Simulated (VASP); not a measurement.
VASP input:

File POSCAR:
```
Tl3Hg
9.5150130
  0.4999999806   0.0000000000   0.0000000000
  0.0000000000   0.4999999806   0.0000000000
  0.0000000000   0.0000000000   0.4999999806
Tl Hg
3 1
Cart
  0.0000000000   0.2499999903   0.2499999903
  0.2499999903   0.0000000000   0.2499999903
  0.2499999903   0.2499999903   0.0000000000
  0.0000000000   0.0000000000   0.0000000000
```

INCAR:
```
SYSTEM = Tl3Hg
PREC = Accurate; ENCUT = 400; LREAL = F
LASPH = T
EDIFF = 1E-7; NELM = 100; ALGO = Normal
LMAXMIX = 6
ISMEAR = -5
GGA = PS
ISIF = 2
LWAVE = F; LCHARG = T; LORBIT = 11
NEDOS = 601
LEFG = T
```

### KPOINTS
```
Automatic mesh
0
Gamma
7 7 7
0 0 0
```

POTCAR, in this order: Tl_d Hg (PBE.64 set). Program: vasp_std.

Write an equivalent input for Ansatz.

One equivalent input (not run):
Ansatz 0.2 input:
```yaml
crystal:
  lattice:
    - [4.7575063, 0.0000000, 0.0000000]
    - [0.0000000, 4.7575063, 0.0000000]
    - [0.0000000, 0.0000000, 4.7575063]
  atoms:
    - { symbol: Tl, position: [0.0000000, 0.5000000, 0.5000000] }
    - { symbol: Tl, position: [0.5000000, 0.0000000, 0.5000000] }
    - { symbol: Tl, position: [0.5000000, 0.5000000, 0.0000000] }
    - { symbol: Hg, position: [0.0000000, 0.0000000, 0.0000000] }
kpoints:
  mp_grid: { grid: [7, 7, 7] }
hamiltonian:
  xc: pbesol
  pseudopotentials: { kind: paw }
scf:
  occupations: { method: tetrahedron }
  max_iter: 100
output: { forces: true, stress: true, eigenvalues: true }
```
Limits of the translation: each code has its own PAW files, so the cut-off isn't converted (ENCUT is set for VASP's; basis.ecutwfc is left out, and Ansatz then takes the one that its files recommend); Ansatz stops its SCF on the density residual and VASP on the energy change (EDIFF); the field gradients of LEFG aren't asked of the other code.

The structure comes from a computed database's Tl3Hg entry (Pm-3m); how it stands against other phases isn't given here. It was relaxed first, which changed the volume by -6 %.
